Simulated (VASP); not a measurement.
**NiSb (NiAs type): computed properties**

Calculation: r2SCAN meta-GGA, VASP's PBE PAW potentials (set 64) (plane waves; VASP).

```
Item                                                                                      Value
----------------------------------  -----------------------------------------------------------
space group                                                                      P6_3/mmc (194)
cell                                a = b = 3.9269 Å, c = 5.1194 Å, α = β = 90.00°, γ = 120.00°
volume per atom                                                                   17.09 Å³/atom
band gap (over mesh and band path)                     none (metal, semimetal or under 0.01 eV)
density                                                                              8.77 g/cm³
```

```cif
data_Ni2Sb2
_chemical_formula_sum 'Ni2 Sb2'
_space_group_name_H-M_alt 'P 1'
_space_group_IT_number 1
_cell_length_a 3.92689
_cell_length_b 3.92689
_cell_length_c 5.11943
_cell_angle_alpha 90.000
_cell_angle_beta 90.000
_cell_angle_gamma 120.000
loop_
_space_group_symop_operation_xyz
  'x, y, z'
loop_
_atom_site_label
_atom_site_type_symbol
_atom_site_fract_x
_atom_site_fract_y
_atom_site_fract_z
_atom_site_occupancy
Ni1 Ni 0.00000 0.00000 0.50000 1
Ni2 Ni 0.00000 0.00000 0.00000 1
Sb1 Sb 0.33333 0.66667 0.25000 1
Sb2 Sb 0.66667 0.33333 0.75000 1
```

Measured: a 3.946 Å (computed value off by -0.5 %), c 5.148 Å (computed value off by -0.6 %), as given by Wikipedia, Breithauptite (infobox). The calculation is for a static lattice, while the measured a, c hold thermal and zero-point effects, which are part of the difference. Unless said otherwise, spin-orbit coupling is left out, though it shifts the bands of the heavy elements here.

The compound is NiSb in the NiAs type structure. It was relaxed first. Symmetry was kept, so distortions that lower it aren't found. The run is not spin-polarised, so no magnetic state was tried.
